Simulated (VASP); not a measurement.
An input for Ansatz (written as the equivalent of a VASP run, and not itself run):

Ansatz 0.2 input:
```yaml
crystal:
  lattice:
    - [3.9307800, 0.0000000, 0.0000000]
    - [-1.9653900, 3.4041550, 0.0000000]
    - [0.0000000, 0.0000000, 6.1119500]
  atoms:
    - { symbol: La, position: [0.6712080, 0.3217320, 0.7539120] }
    - { symbol: La, position: [0.3179710, 0.6545930, 0.2386980] }
    - { symbol: O, position: [0.6592610, 0.3366510, 0.3512890] }
    - { symbol: O, position: [0.3272580, 0.6685180, 0.6488690] }
    - { symbol: O, position: [0.0243020, 0.0185070, 0.0072320] }
kpoints:
  mp_grid: { grid: [2, 2, 2] }
hamiltonian:
  xc: pbesol
  pseudopotentials: { kind: paw }
scf:
  occupations: { method: fermi_dirac, width: 0.01 }
  max_iter: 100
relax:
  max_steps: 50
  f_tol: 0.01
  cell: {}
output: { forces: true, stress: true, eigenvalues: true }
```

### Question
Translate this input to VASP (INCAR, KPOINTS, POSCAR, choice of POTCAR).

### Answer
This is not unique; one that fits is 
### KPOINTS
```
Automatic mesh
0
Gamma
2 2 2
0 0 0
```

### POSCAR
```
La2O3
1.0
  3.9307800000   0.0000000000   0.0000000000
 -1.9653900000   3.4041550000   0.0000000000
  0.0000000000   0.0000000000   6.1119500000
La O
2 3
Cart
  2.0060421268   1.0952255965   4.6078724484
 -0.0366564889   2.2283360339   1.4589102411
  1.9297594447   1.1460121849   2.1470608036
 -0.0275193908   2.2757388923   3.9658548846
  0.0591523428   0.0630006966   0.0442016224
```

INCAR:
```
ALGO = Normal
EDIFF = 1E-04
EDIFFG = -0.01
ENCUT = 320
GGA = PS
IBRION = 2
ISIF = 3
ISMEAR = -1
LASPH = T
LCHARG = F
LMAXMIX = 6
LREAL = F
LWAVE = F
NELM = 100
NSW = 50
PREC = Accurate
SIGMA = 0.01
SYSTEM = La2O3
```

POTCAR, in this order: La O (PBE.64 set). Program: vasp_std.

What does not carry over: each code has its own PAW files, so the cut-off isn't converted (ENCUT is set for VASP's; basis.ecutwfc is left out, and Ansatz then takes the one that its files recommend); Ansatz stops its SCF on the density residual and VASP on the energy change (EDIFF).

The structure comes from a computed database's La2O3 entry; how it stands against other phases isn't given here. In the starting cell atoms are displaced from their ideal sites. This run relaxes it. The k-mesh is coarse (spacing up to 0.95 per Å, 2π included), so the numbers may not be converged in it. The run is one of a series of settings (EDIFF = 1E-04, EDIFFG = -0.01, ENCUT = 320, IBRION = 2, ISIF = 3, NSW = 50, KPOINTS 2×2×2 Γ-centred mesh against the base run), some of them coarse on purpose.
